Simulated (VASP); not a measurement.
Data:

Cs has the cubic space group Im-3m (No. 229), the bcc (W type) structure, Pearson symbol cI2. Lattice parameters: a = b = c = 5.9549 Å, α = β = γ = 90.00°. Cs on 2a has 8 Cs at 5.157 Å and 6 Cs at 5.955 Å. (Neighbours: up to the widest gap in distance over summed covalent radii, below 1.35, at either atom.)
(The calculation used a cell of 1 atom; values per cell refer to that cell.)

Computed with optB86b-vdW, VASP's PBE PAW potentials (set 64) (plane waves; VASP 6.6.1). Run with 520 eV cut-off, 9×9×9 Γ-centred mesh, first-order Methfessel-Paxton smearing of 0.10 eV, potentials Cs_sv.

### Question
Give the energy at these volumes per atom, relative to the lowest: 98.31, 101.45, 104.59, 107.72, 110.86 Å³.

### Answer
3.8, 1.1, 0.0, 0.2, 1.7 meV/atom. A third-order Birch-Murnaghan fit gives B0 = 2.3 GPa and B0′ = 3.3.

Measured: bulk modulus 2.1 GPa at 0 K (computed value off by +7.1 %), as given by H. Levämäki et al., Physical Review B (2014), arXiv:1402.3671 [corrected for temperature and zero-point phonon effects]; a 6.039 Å at 0 K (computed value off by -1.4 %), as given by Gábor I. Csonka et al., Physical Review B (2009), arXiv:0903.4037 [low-temperature or extrapolated to 0 K; zero-point anharmonic expansion removed].

The compound is Cs in the bcc structure. It was relaxed first, which changed the volume by -7 %.
